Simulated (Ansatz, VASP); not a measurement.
# Ge (amorphous Ge): VASP beside Ansatz

Wanted: the spread between two codes on one cell, functional and k mesh. The structure shown is the start of the Ansatz relaxation below; VASP solves that cell, so the two are compared at the walk's first step.

Main program and level: Ansatz 0.2.0; plane waves, with VASP 6.6.1 beside it; single point at PBE.

## 1. Set-up

The cell holds 61 atoms: 61 Ge. Cell: a = 11.722 Å, b = 11.722 Å, c = 11.722 Å, α = 90.0°, β = 90.0°, γ = 90.0°. As first built, before any earlier steps moved the atoms (in the runner's words): 61 atoms (61 Ge) placed at random at 4.57 g/cm^3, melted at 3500 K for 10 ps at fixed volume with the Tersoff potential (Tersoff, Phys. Rev. B 39, 5566 (1989)). Quenched from 3500 K to 100 K at 5 K/ps and fixed volume, held 5 ps, then minimised at fixed cell.

## 2. Ansatz: relaxation, PBE

Ansatz runs on its PAW soft_1 files.

The two programs are compared at the cell with which this relaxation starts, whose forces are those of its first step.

Input file input.yaml:

```yaml
crystal:
  lattice:
    - [11.7217, 0.0, 0.0]
    - [0.0, 11.7217, 0.0]
    - [0.0, 0.0, 11.7217]
  atoms:
    - { symbol: Ge, position: [0.73499, 0.84872, 0.52915] }
    - { symbol: Ge, position: [0.68207, 0.71064, 0.95161] }
    - { symbol: Ge, position: [0.4761, 0.1334, 0.6884] }
    - { symbol: Ge, position: [0.80398, 0.30865, 0.1448] }
    - { symbol: Ge, position: [0.62288, 0.39592, 0.07072] }
    - { symbol: Ge, position: [0.27523, 0.02816, 0.29689] }
    - { symbol: Ge, position: [0.43374, 0.309, 0.12927] }
    - { symbol: Ge, position: [0.39915, 0.75505, 0.40603] }
    - { symbol: Ge, position: [0.76865, 0.51364, 0.44868] }
    - { symbol: Ge, position: [0.01299, 0.86048, 0.94512] }
    - { symbol: Ge, position: [0.10515, 0.34793, 0.4514] }
    - { symbol: Ge, position: [0.84573, 0.15612, 0.00462] }
    - { symbol: Ge, position: [0.29502, 0.63738, 0.24714] }
    - { symbol: Ge, position: [0.60187, 0.59775, 0.11065] }
    - { symbol: Ge, position: [0.77052, 0.17623, 0.31015] }
    - { symbol: Ge, position: [0.70156, 0.29318, 0.47512] }
    - { symbol: Ge, position: [0.06383, 0.82914, 0.55882] }
    - { symbol: Ge, position: [0.5997, 0.83882, 0.35796] }
    - { symbol: Ge, position: [0.3138, 0.42363, 0.26506] }
    - { symbol: Ge, position: [0.12747, 0.09129, 0.7106] }
    - { symbol: Ge, position: [0.06107, 0.63213, 0.99742] }
    - { symbol: Ge, position: [0.94879, 0.07883, 0.3702] }
    - { symbol: Ge, position: [0.38622, 0.47543, 0.63723] }
    - { symbol: Ge, position: [0.62469, 0.02674, 0.24059] }
    - { symbol: Ge, position: [0.38081, 0.79456, 0.72936] }
    - { symbol: Ge, position: [0.49295, 0.22517, 0.47997] }
    - { symbol: Ge, position: [0.81404, 0.27312, 0.82848] }
    - { symbol: Ge, position: [0.77714, 0.98765, 0.68867] }
    - { symbol: Ge, position: [0.46102, 0.33438, 0.78024] }
    - { symbol: Ge, position: [0.98663, 0.93093, 0.73844] }
    - { symbol: Ge, position: [0.70295, 0.65927, 0.28819] }
    - { symbol: Ge, position: [0.12265, 0.32554, 0.23786] }
    - { symbol: Ge, position: [0.25733, 0.61449, 0.73228] }
    - { symbol: Ge, position: [0.317, 0.34106, 0.9407] }
    - { symbol: Ge, position: [0.32638, 0.36536, 0.47129] }
    - { symbol: Ge, position: [0.82833, 0.83294, 0.04649] }
    - { symbol: Ge, position: [0.60952, 0.00039, 0.83254] }
    - { symbol: Ge, position: [0.14119, 0.2164, 0.88825] }
    - { symbol: Ge, position: [0.4762, 0.66152, 0.5846] }
    - { symbol: Ge, position: [0.04322, 0.07485, 0.02305] }
    - { symbol: Ge, position: [0.95825, 0.56843, 0.80863] }
    - { symbol: Ge, position: [0.31326, 0.99307, 0.65805] }
    - { symbol: Ge, position: [0.01466, 0.18206, 0.5482] }
    - { symbol: Ge, position: [0.68777, 0.64872, 0.5987] }
    - { symbol: Ge, position: [0.05704, 0.61897, 0.23627] }
    - { symbol: Ge, position: [0.45222, 0.14399, 0.27864] }
    - { symbol: Ge, position: [0.98644, 0.43464, 0.11122] }
    - { symbol: Ge, position: [0.81834, 0.19285, 0.63171] }
    - { symbol: Ge, position: [0.25848, 0.90329, 0.47132] }
    - { symbol: Ge, position: [0.09937, 0.11542, 0.22515] }
    - { symbol: Ge, position: [0.88699, 0.75498, 0.24087] }
    - { symbol: Ge, position: [0.65043, 0.39963, 0.85892] }
    - { symbol: Ge, position: [0.7059, 0.00673, 0.03548] }
    - { symbol: Ge, position: [0.91333, 0.87553, 0.41536] }
    - { symbol: Ge, position: [0.40019, 0.67138, 0.05708] }
    - { symbol: Ge, position: [0.99334, 0.52904, 0.44746] }
    - { symbol: Ge, position: [0.74551, 0.58647, 0.79562] }
    - { symbol: Ge, position: [0.06619, 0.62828, 0.62954] }
    - { symbol: Ge, position: [0.2583, 0.55742, 0.93772] }
    - { symbol: Ge, position: [0.99058, 0.37203, 0.89341] }
    - { symbol: Ge, position: [0.5005, 0.81726, 0.90134] }
kpoints:
  mp_grid: { grid: [1, 1, 1] }
hamiltonian:
  xc: pbe
  pseudopotentials: { kind: paw, azcp: { folder: soft_1 } }
scf:
  occupations: { method: gaussian, width: 0.05 }
output:
  forces: true
relax:
  f_tol: 0.05
  max_steps: 150
  cell: {}
```

Command:

```
> ansatz run input.yaml --threads 4 --pin off --max-ram 8192MiB --backend cpu --events-out ev --progress --plain --runs-dir out
```

Numbers of over 12 decimals in the logs are rounded to 6 here.

Log:

```text
Engine: ansatz 0.2.0, x86_64-unknown-linux-gnu
Pseudopotentials: kind: paw
Pseudopotential: Ge, paw, valence charge 14, recommended cutoff 420 eV (normal), soft_1/Ge.paw.azcp
Functional definition: PBE
  parameter kappa = 0.804
  parameter beta = 0.066725
  exchange = pbe_x(kappa = kappa, mu = beta*pi^2/3)
  correlation = pbe_c(beta = beta)
Crystal: 61 atoms, lattice volume = 1610.541 Å³
Basis set: ecut = 420 eV, 31439 PW (Γ), exchange–correlation on 160×160×160 points (8 copies of the dense FFT grid, shifted against one another)
Bands: 513, of which v1, the nominal top of the filled ones, is band 427 counted from 1 (426 counted from 0)
Symmetry: 1 space group operations
Space group: P1 (ITA 1), of the structure as read, at distance tolerance 1.2e-4 Å
k-points: 1
Non-local potential: Ge, projectors of the file, l = 0: 2, l = 1: 2, l = 2: 3, l = 3: 1
PAW form: soft (Blöchl's): semilocal exchange-correlation on the pseudo side does not see the compensation charge
PAW one-centre angular grid: Ge, 590 points (default); XC on 64 Gauss nodes
Initial density: superposition of atomic densities (chi_scale 0.1, normalization cell)
Initial wavefunctions: pseudopotential atomic-orbital guess
Functional: x = pbe(κ = 0.804, μ = 0.219515), c = pbe(β = 0.066725)
SCF iter   1: F=—  HF=-261982.035958 eV  |F-HF|=—  |Δ(HF+E_count)|=         —  Δρ=2.91e-2  dr2=1.60e1  ethr=3.10e-3  ⟨swp⟩=6.0  Hψ=1831  notcnv=0
preconditioner: auto → LDOS  [insulator: Δε(μ)=0.152 eV  Ē_g=21.821 eV  σ=0.050 eV  W_gap=0.97  n_scr=388 (ndim 8)  ℏωp=27.0 eV  f_vac=0.084  D(μ)=4.51/eV (n_scr^D=6)  ε∞_Penn≈2.5  β→1.0]
SCF iter   2: F=—  HF=-261982.354911 eV  |F-HF|=—  |Δ(HF+E_count)|=   3.19e-1  Δρ=1.16e-2  dr2=1.54e1  ethr=1.87e-3  ⟨swp⟩=3.0  Hψ=694  notcnv=0  defer=79
preconditioner: auto → Resta (q_TF=auto, 2.455 Å⁻¹)  ε∞=2.5  [insulator: Δε(μ)=0.224 eV  Ē_g=21.915 eV  σ=0.050 eV  W_gap=1.00  n_scr=388 (ndim 8)  ℏωp=27.0 eV  f_vac=0.141  D(μ)=0.30/eV (n_scr^D=0)  ε∞_Penn≈2.5  β→0.5]
SCF iter   3: F=—  HF=-261980.914759 eV  |F-HF|=—  |Δ(HF+E_count)|=    1.44e0  Δρ=7.71e-3  dr2=7.12e0  ethr=1.81e-3  ⟨swp⟩=3.0  Hψ=1131  notcnv=0  defer=78
SCF iter   4: F=—  HF=-261980.247207 eV  |F-HF|=—  |Δ(HF+E_count)|=   6.68e-1  Δρ=3.99e-3  dr2=1.09e0  ethr=8.34e-4  ⟨swp⟩=3.0  Hψ=507  notcnv=0  defer=78
SCF iter   5: F=—  HF=-261980.134518 eV  |F-HF|=—  |Δ(HF+E_count)|=   1.13e-1  Δρ=1.50e-3  dr2=1.17e-1  ethr=1.27e-4  ⟨swp⟩=3.0  Hψ=598  notcnv=0  defer=77
SCF iter   6: F=—  HF=-261980.128977 eV  |F-HF|=—  |Δ(HF+E_count)|=   5.54e-3  Δρ=7.01e-4  dr2=1.55e-2  ethr=1.37e-5  ⟨swp⟩=2.0  Hψ=512  notcnv=0  defer=77
SCF iter   7: F=—  HF=-261980.130528 eV  |F-HF|=—  |Δ(HF+E_count)|=   1.55e-3  Δρ=4.24e-4  dr2=9.01e-3  ethr=1.82e-6  ⟨swp⟩=2.0  Hψ=526  notcnv=0  defer=77
SCF iter   8: F=—  HF=-261980.130890 eV  |F-HF|=—  |Δ(HF+E_count)|=   3.61e-4  Δρ=1.96e-4  dr2=1.53e-3  ethr=1.05e-6  ⟨swp⟩=2.0  Hψ=501  notcnv=0  defer=77
SCF iter   9: F=—  HF=-261980.131247 eV  |F-HF|=—  |Δ(HF+E_count)|=   3.58e-4  Δρ=1.19e-4  dr2=7.11e-4  ethr=1.79e-7  ⟨swp⟩=2.0  Hψ=509  notcnv=0  defer=77
SCF iter  10: F=—  HF=-261980.131388 eV  |F-HF|=—  |Δ(HF+E_count)|=   1.41e-4  Δρ=5.41e-5  dr2=9.52e-5  ethr=8.33e-8  ⟨swp⟩=2.0  Hψ=501  notcnv=0  defer=77
SCF iter  11: F=—  HF=-261980.131540 eV  |F-HF|=—  |Δ(HF+E_count)|=   1.51e-4  Δρ=2.66e-5  dr2=2.15e-5  ethr=1.11e-8  ⟨swp⟩=2.0  Hψ=582  notcnv=0  defer=77
SCF iter  12: F=—  HF=-261980.131569 eV  |F-HF|=—  |Δ(HF+E_count)|=   2.90e-5  Δρ=1.19e-5  dr2=9.34e-6  ethr=2.52e-9  ⟨swp⟩=2.0  Hψ=560  notcnv=0  defer=77
SCF iter  13: F=—  HF=-261980.131575 eV  |F-HF|=—  |Δ(HF+E_count)|=   6.19e-6  Δρ=6.14e-6  dr2=2.33e-6  ethr=1.09e-9  ⟨swp⟩=2.0  Hψ=560  notcnv=0  defer=77
SCF iter  14: F=—  HF=-261980.131576 eV  |F-HF|=—  |Δ(HF+E_count)|=   1.23e-6  Δρ=4.06e-6  dr2=1.30e-6  ethr=2.73e-10  ⟨swp⟩=2.0  Hψ=560  notcnv=0  defer=77
SCF iter  15: F=—  HF=-261980.131576 eV  |F-HF|=—  |Δ(HF+E_count)|=   2.18e-7  Δρ=1.98e-6  dr2=1.55e-7  ethr=1.52e-10  ⟨swp⟩=2.0  Hψ=502  notcnv=0  defer=77
SCF iter  16: F=-261980.131577 eV  HF=-261980.131577 eV  |F-HF|=8.53e-9  |Δ(HF+E_count)|=   9.87e-8  Δρ=1.06e-6  dr2=5.19e-8  ethr=1.17e-11  ⟨swp⟩=3.0  Hψ=1077  notcnv=0
SCF 1 converged in 16 iterations: F = -261980.131577 eV  dr2 = 5.19e-8
  greatest PAW one-centre occupation: 0.998 electrons in one spin orbital (limit 2), on the Ge atom at site 44 (counted from 0), in its partial waves of l = 2
relax step   1: F+E_penalty+E_count = -261980.13157656 eV  Δ(F+E_penalty+E_count) = +0.000e0 eV  max|allowed force component| = 1.005e0 eV/Å  Δτ_max = 0.0000 Å  P = -1.376 GPa  Ω = 1610.541 Å³  (16 SCF iters, dr2 threshold 1.00e-7 eV, accepted)
Crystal: 61 atoms, lattice volume = 1564.022 Å³
Basis set: ecut = 420 eV, 30591 PW (Γ), exchange–correlation on 160×160×160 points (8 copies of the dense FFT grid, shifted against one another)
[...]
atom   4  Ge    -0.00250723     0.00110213    -0.00105465
  atom   5  Ge     0.00378446    -0.00362582     0.00185652
  atom   6  Ge    -0.00559185     0.00541131    -0.00300932
  atom   7  Ge    -0.00464491     0.00348831     0.00091333
  atom   8  Ge    -0.01053165    -0.00730892     0.00115114
  atom   9  Ge    -0.00478085    -0.00005197     0.00138352
  atom  10  Ge     0.00022051    -0.00233490    -0.01720258
  atom  11  Ge     0.00239368     0.01110327     0.00288116
  atom  12  Ge     0.01331045    -0.00510130    -0.00098752
  atom  13  Ge    -0.00878175     0.00461853     0.00364048
  atom  14  Ge     0.00062440     0.00058029     0.00978749
  atom  15  Ge    -0.00420729    -0.00415657    -0.00282497
  atom  16  Ge    -0.00340743    -0.00441752    -0.00111056
  atom  17  Ge    -0.00205633     0.00401665     0.00580264
  atom  18  Ge     0.00834925    -0.01789766    -0.00247708
  atom  19  Ge    -0.00340732     0.00259758     0.00495717
  atom  20  Ge    -0.00427562     0.00322781     0.00281546
  atom  21  Ge     0.02902026     0.00804272    -0.00194785
  atom  22  Ge     0.00330929    -0.00423027    -0.00186012
  atom  23  Ge    -0.00273632     0.00857219    -0.00295602
  atom  24  Ge     0.00295337     0.00644859     0.00170184
  atom  25  Ge     0.00475642     0.02233438    -0.00804854
  atom  26  Ge    -0.00024952     0.00790954    -0.00276665
  atom  27  Ge     0.00736597     0.00031995    -0.00150502
[...]
atom  54  Ge    -0.00477715     0.00526677    -0.00529187
  atom  55  Ge     0.01147190     0.00694537    -0.00166013
  atom  56  Ge    -0.01000589    -0.00514450     0.00009782
  atom  57  Ge    -0.00427651    -0.00152837    -0.00323765
  atom  58  Ge     0.00804831     0.01090601    -0.00950214
  atom  59  Ge     0.00458821     0.00271198    -0.00225930
  atom  60  Ge    -0.00069804     0.00855434    -0.00223766
  atom  61  Ge     0.00153252    -0.00364135    -0.00144574
  max |Σ_I F_I| component: 1.18e-6 eV/Å
--- Stress (GPa, compression-positive) ---
        0.000503       0.000065      -0.011402
        0.000065      -0.005978       0.007437
       -0.011402       0.007437      -0.007390
  P = ⅓ Tr σ = -0.0043 GPa (-0.043 kbar)
--- Relaxed structure (9 steps of the walk, 8 accepted, 1 SCFs on fresh bases) ---
  F+E_penalty+E_count = -261981.92415253 eV   max|allowed force component| = 2.902e-2 eV/Å   (the final SCF, on the basis selected at the relaxed cell)
  cell:  # Å, volume = 1554.8400 Å³
    - [11.637361, 0.015393, -0.096383]
    - [0.015393, 11.722631, 0.221295]
    - [-0.096383, 0.221295, 11.402409]
  atoms:
    - { symbol: Ge, position: [0.736951, 0.851046, 0.530694] }
    - { symbol: Ge, position: [0.686776, 0.704872, 0.947304] }
    - { symbol: Ge, position: [0.474963, 0.136703, 0.700834] }
    - { symbol: Ge, position: [0.807554, 0.294905, 0.149872] }
    - { symbol: Ge, position: [0.626493, 0.386764, 0.073738] }
    - { symbol: Ge, position: [0.275535, 0.030763, 0.315457] }
    - { symbol: Ge, position: [0.435665, 0.310255, 0.135403] }
    - { symbol: Ge, position: [0.395224, 0.760009, 0.390728] }
    - { symbol: Ge, position: [0.766195, 0.510379, 0.445196] }
    - { symbol: Ge, position: [0.018173, 0.874451, 0.954303] }
    - { symbol: Ge, position: [0.099080, 0.345607, 0.451488] }
    - { symbol: Ge, position: [0.853736, 0.153267, 0.00160933] }
    - { symbol: Ge, position: [0.262015, 0.650951, 0.237100] }
    - { symbol: Ge, position: [0.596741, 0.590695, 0.107846] }
    - { symbol: Ge, position: [0.769208, 0.174532, 0.321641] }
    - { symbol: Ge, position: [0.688597, 0.299296, 0.474937] }
    - { symbol: Ge, position: [0.062875, 0.836670, 0.566669] }
    - { symbol: Ge, position: [0.593949, 0.841181, 0.361060] }
    - { symbol: Ge, position: [0.314061, 0.434710, 0.257435] }
    - { symbol: Ge, position: [0.127545, 0.089267, 0.713230] }
    - { symbol: Ge, position: [0.089274, 0.668135, 0.996998] }
    - { symbol: Ge, position: [0.949118, 0.070643, 0.373321] }
    - { symbol: Ge, position: [0.389104, 0.482059, 0.627336] }
    - { symbol: Ge, position: [0.633816, 0.026337, 0.239600] }
[...]
- { symbol: Ge, position: [0.911379, 0.866009, 0.411207] }
    - { symbol: Ge, position: [0.405709, 0.687307, 0.066117] }
    - { symbol: Ge, position: [0.993099, 0.529125, 0.442010] }
    - { symbol: Ge, position: [0.753917, 0.578374, 0.798971] }
    - { symbol: Ge, position: [0.062903, 0.633789, 0.625117] }
    - { symbol: Ge, position: [0.272631, 0.562358, 0.941747] }
    - { symbol: Ge, position: [0.999344, 0.377525, 0.889058] }
    - { symbol: Ge, position: [0.505744, 0.810948, 0.895767] }
```

Reading the cycles: dr2 is the Hartree energy of the density residual (eV), the measure of convergence; HF is the Harris–Foulkes estimate of the energy, which meets the free energy F at convergence.

(Part 1 of 2 ends here.)

[Lines on the potential files, build, host, timing and source positions are cut from VASP's logs without a mark.]

[Logs are printed without paths, hosts, clocks, repeated set-up lines and the standing remarks that a program may print on its own settings, such as how far it seeks lower states.]

[Hosts, paths, dates, database ids (printed as entryN), source tags and the programs' standing remarks are cut or masked in the printed files.]
